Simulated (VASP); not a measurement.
VASP ran on this input.

### KPOINTS
```
K-points
0
G
 9 9 9
```

File POSCAR:
```
AlAs
1.0
  0.0000000000   2.6694706624   2.6694706624
  2.6694706624   0.0000000000   2.6694706624
  2.6694706624   2.6694706624   0.0000000000
Al As
1 1
Cartesian
  0.0000000000   0.0000000000   0.0000000000
  1.3347353312   1.3347353312   1.3347353312
```

INCAR:
```
SYSTEM=AlAs
PREC=Accurate; ENCUT=500; LREAL=F
LASPH=T
EDIFF=1E-6; NELM=100; ALGO=Normal
LMAXMIX=4
ISMEAR=0; SIGMA=0.05
GGA=PS
IBRION=2; NSW=40; ISIF=3
EDIFFG=-0.02; PSTRESS=300
LWAVE=F; LCHARG=F
```

POTCAR, in this order: Al As (PBE.64 set). Program: vasp_std.

Q: Translate this PBEsol calculation to Quantum ESPRESSO's pw.x.

A: One equivalent input (not run):
```
&CONTROL
  calculation = 'vc-relax'
  pseudo_dir = './pseudo'
  outdir = './out'
  tprnfor = .true.
  tstress = .true.
  nstep = 40
  forc_conv_thr = 0.00078
/
&SYSTEM
  ibrav = 0
  nat = 2
  ntyp = 2
  ecutwfc = 84
  occupations = 'smearing'
  smearing = 'gaussian'
  degauss = 0.003675
  input_dft = 'pbesol'
/
&ELECTRONS
  conv_thr = 7.3e-08
  electron_maxstep = 100
/
&IONS
/
&CELL
  press = 300
/
ATOMIC_SPECIES
  Al 26.982 Al.upf
  As 74.922 As.upf
CELL_PARAMETERS angstrom
     0.0000000    2.6694707    2.6694707
     2.6694707    0.0000000    2.6694707
     2.6694707    2.6694707    0.0000000
ATOMIC_POSITIONS crystal
  Al   0.0000000  0.0000000  0.0000000
  As   0.2500000  0.2500000  0.2500000
K_POINTS automatic
  9 9 9 0 0 0
```
What does not carry over: the potentials are each code's own (VASP's PAW set, PseudoDojo norm-conserving files in pw.x), so ENCUT and ecutwfc are chosen apart and not converted; conv_thr bounds pw.x's estimated SCF error, while EDIFF bounds the energy change between steps; forc_conv_thr acts on force components and is met together with etot_conv_thr.

The compound is AlAs in the zinc blende structure. This run relaxes it under an external pressure of 30 GPa. Symmetry was kept, so distortions that lower it aren't found.
